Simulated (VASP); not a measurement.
## ScPd: relaxation of cell and atoms with LDA

ScPd:

```
Sc Pd
1.0
     3.31603    0.00000    0.00000
     0.00000    3.31603    0.00000
     0.00000    0.00000    3.31603
Sc Pd
1 1
Direct
  0.50000 0.50000 0.50000
  0.00000 0.00000 0.00000
```

```
Program                : VASP 6.6.1
Task                   : relaxation of cell and atoms
Functional             : LDA
Potentials or basis    : VASP PAW LDA potentials, release 64 (Sc_sv, Pd)
Cutoff                 : 600 eV
k mesh                 : 12 × 12 × 12
Occupations            : gaussian, width 0.1 eV
Spin                   : no spin polarisation
Dipole correction      : no
Further INCAR settings : ALGO = Fast; EDIFF = 1e-06; IBRION = 2; EDIFFG = -0.005; NSW = 70; ISIF = 3
```

The relaxed volume is 16.94 Å³/atom, the relaxed cell is a = 3.236 Å, b = 3.236 Å, c = 3.236 Å, α = 90.00°, β = 90.00°, γ = 90.00° and the space group after relaxing (to 0.05 Å) is Pm-3m (No. 221). The energy gained by relaxing is 36.6 meV/atom and the ionic steps are 6. The pressure after relaxing is 0.0 GPa and the band gap on the k mesh is none (metal or under the smearing width).

The path:
```tsv
step	energy change (eV)	largest force (eV/Å)	pressure (GPa)	volume (Å³)
1	0.0000	0.0000	-8.51	36.46
2	0.0006	0.0000	11.00	31.59
3	-0.0732	0.0000	-0.15	33.91
4	-0.0732	0.0000	0.06	33.86
5	-0.0732	0.0000	-0.06	33.88
6	-0.0732	0.0000	-0.03	33.88
```

Final structure:
```
Sc Pd
1.0
     3.23574    0.00000    0.00000
     0.00000    3.23574    0.00000
     0.00000    0.00000    3.23574
Sc Pd
1 1
Cartesian
  1.6179 1.6179 1.6179
  0.0000 0.0000 0.0000
```

Levels at points of the mesh, in eV from the Fermi level:
| k point | band 8 | band 9 | band 10 | band 11 | band 12 | band 13 |
| --- | --- | --- | --- | --- | --- | --- |
| (0.00, 0.00, 0.00) | -2.99 | -2.99 | -2.99 | 1.18 | 1.18 | 3.40 |
| (0.50, 0.00, 0.00) | -3.28 | -3.09 | -2.68 | -0.67 | -0.08 | 1.32 |
| (0.50, 0.50, 0.00) | -3.83 | -2.04 | -0.58 | 0.72 | 0.72 | 1.69 |
| (0.50, 0.50, 0.50) | -2.00 | -2.00 | -1.24 | -1.24 | -1.24 | 3.79 |

Run time: 110 s on 1 thread of Intel(R) Xeon(R) Platinum 8559C (Emerald Rapids), on a shared host, peak memory 0.2 GiB.

LDA usually gives volumes a few per cent too small. Zero-point motion and thermal expansion aren't in these numbers.
